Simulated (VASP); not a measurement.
Output of a VASP run:

**OSZICAR**
```
       N       E                     dE             d eps       ncg     rms          rms(c)
DAV:   1     0.843061914775E+02    0.84306E+02   -0.79895E+03  2680   0.123E+03
DAV:   2    -0.103087978012E+02   -0.94615E+02   -0.91524E+02  2862   0.330E+02
DAV:   3    -0.115827876902E+02   -0.12740E+01   -0.12597E+01  3044   0.380E+01
DAV:   4    -0.115861615505E+02   -0.33739E-02   -0.33736E-02  2973   0.227E+00
DAV:   5    -0.115861789287E+02   -0.17378E-04   -0.17378E-04  3035   0.160E-01    0.147E+01
DAV:   6    -0.110147668906E+02    0.57141E+00   -0.10235E+00  2838   0.123E+01    0.401E+00
DAV:   7    -0.109343637639E+02    0.80403E-01   -0.21160E-01  3057   0.521E+00    0.949E-01
DAV:   8    -0.109301984237E+02    0.41653E-02   -0.43012E-03  2771   0.906E-01    0.222E-01
DAV:   9    -0.109302646415E+02   -0.66218E-04   -0.10652E-04  3113   0.142E-01    0.864E-02
DAV:  10    -0.109302737951E+02   -0.91536E-05   -0.10934E-05  2844   0.430E-02    0.247E-03
DAV:  11    -0.109302739912E+02   -0.19604E-06   -0.46075E-08  1700   0.298E-03
   1 F= -.10930274E+02 E0= -.10930096E+02  d E =-.109303E+02
       N       E                     dE             d eps       ncg     rms          rms(c)
DAV:   1    -0.113691969202E+02   -0.43892E+00   -0.11149E+01  2730   0.478E+01    0.594E+00
DAV:   2    -0.109353201706E+02    0.43388E+00   -0.99587E-01  2700   0.122E+01    0.127E+00
DAV:   3    -0.109123839366E+02    0.22936E-01   -0.10711E-01  2870   0.403E+00    0.704E-01
DAV:   4    -0.109150659405E+02   -0.26820E-02   -0.14451E-03  2753   0.459E-01    0.230E-01
DAV:   5    -0.109153897354E+02   -0.32379E-03   -0.18989E-04  2870   0.141E-01    0.102E-02
DAV:   6    -0.109153909550E+02   -0.12196E-05   -0.16317E-06  2511   0.155E-02    0.304E-03
DAV:   7    -0.109153914367E+02   -0.48169E-06   -0.65350E-08  1623   0.360E-03
   2 F= -.10915391E+02 E0= -.10915203E+02  d E =0.148826E-01
       N       E                     dE             d eps       ncg     rms          rms(c)
DAV:   1    -0.111687451579E+02   -0.25335E+00   -0.58689E+00  2739   0.342E+01    0.553E+00
DAV:   2    -0.109489921841E+02    0.21975E+00   -0.45258E-01  2712   0.859E+00    0.896E-01
DAV:   3    -0.109309392690E+02    0.18053E-01   -0.72920E-02  2858   0.336E+00    0.930E-01
DAV:   4    -0.109324939732E+02   -0.15547E-02   -0.99150E-04  2752   0.379E-01    0.112E-01
DAV:   5    -0.109325435308E+02   -0.49558E-04   -0.17228E-04  2965   0.163E-01    0.134E-02
DAV:   6    -0.109325401808E+02    0.33500E-05   -0.29433E-06  2788   0.237E-02    0.318E-03
DAV:   7    -0.109325398613E+02    0.31946E-06   -0.23202E-08  1484   0.216E-03
   3 F= -.10932540E+02 E0= -.10932376E+02  d E =-.226587E-02
```

File OUTCAR:
```
------------------------ aborting loop because EDIFF is reached ----------------------------------------
  FORCE on cell =-STRESS in cart. coord.  units (eV):
  Direction    XX          YY          ZZ          XY          YZ          ZX
  --------------------------------------------------------------------------------------
  Total       -0.0039207     -0.0039207     -0.0039207     -0.0000000      0.0000000      0.0000000
  in kB       -0.3966331     -0.3966331     -0.3966331     -0.0000000      0.0000000      0.0000000
  external PRESSURE =      -0.3966331 kB  Pullay stress =       0.0000000 kB
  volume of cell :       15.84
      direct lattice vectors                 reciprocal lattice vectors
    -1.582012035  1.582012035  1.582012035     0.000000000  0.316053221  0.316053221
     1.582012035 -1.582012035  1.582012035     0.316053221  0.000000000  0.316053221
     1.582012035  1.582012035 -1.582012035     0.316053221  0.316053221  0.000000000
 POSITION                                       TOTAL-FORCE (eV/Angst)
 -----------------------------------------------------------------------------------
      0.00000      0.00000      0.00000        -0.000000     -0.000000      0.000000
 -----------------------------------------------------------------------------------
    total drift:                                0.000000     -0.000000      0.000000
  FREE ENERGIE OF THE ION-ELECTRON SYSTEM (eV)
  ---------------------------------------------------
  free  energy   TOTEN  =       -10.9325398613 eV

  energy  without entropy=      -10.9320481531  energy(sigma->0) =      -10.93237596

 reached required accuracy - stopping structural energy minimisation
```
(Selected blocks of OUTCAR.)

**POSCAR**
```
Mo
1
   -1.5750000000     1.5750000000     1.5750000000
    1.5750000000    -1.5750000000     1.5750000000
    1.5750000000     1.5750000000    -1.5750000000
Mo
1
Direct
  0.0000000000   0.0000000000   0.0000000000
```

Question: Reconstruct the remaining input files.

Answer: One answer among several that fit: the input of the run itself, PBE GGA, plane waves, VASP's PBE PAW potentials (set 64).

**KPOINTS**
```
kpoints
0
G
15 15 15
0 0 0
```

**INCAR**
```
IBRION = 2
EDIFF = 1E-6   # SCF stop (eV)
LWAVE = .FALSE.
NSW = 60
LCHARG = .FALSE.
LMAXMIX = 4
ALGO = Normal
ISIF = 3   # ions, shape and volume
EDIFFG = -0.01   # ionic stop
NELM = 100   # most electronic steps
ENCUT = 480
GGA = PE
ISMEAR = 1   # Methfessel-Paxton
LREAL = .FALSE.
LASPH = .TRUE.
SIGMA = 0.1   # width (eV)
SYSTEM = Mo
PREC = Accurate
```

POTCAR, in this order: Mo_sv (PBE.64 set). Program: vasp_std.

The compound is Mo in the bcc structure. This run relaxes it. Symmetry was kept, so distortions that lower it aren't found.
